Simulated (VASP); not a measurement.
Consider the following.

```
ZnS
1.0
    3.80580     0.00000     0.00000
   -1.90290     3.29592     0.00000
    0.00000     0.00000     6.23798
Zn S
2 2
Cartesian
  0.00000   2.19728   0.00087
  1.90290   1.09864   3.11986
  0.00000   2.19728   2.33837
  1.90290   1.09864   5.45736
```

Computed with PBE GGA, VASP's PBE PAW potentials (set 64) (plane waves; VASP). Numerical set-up: PREC = Normal, 500 eV cut-off, 4×4×3 Γ-centred mesh, Gaussian smearing of 0.010 eV, potentials Zn_sv_GW S_GW.

Give the stress tensor in GPa (positive for a compressed cell).

```
1.76  0.00  0.00
0.00  1.76  0.00
0.00  0.00  1.48
```
The pressure is its mean diagonal, 1.67 GPa.

The structure comes from a computed database's ZnS entry (P6_3mc); how it stands against other phases isn't given here. The cell was not relaxed at this level. The k-mesh is coarse (spacing up to 0.48 per Å, 2π included), so the numbers may not be converged in it.
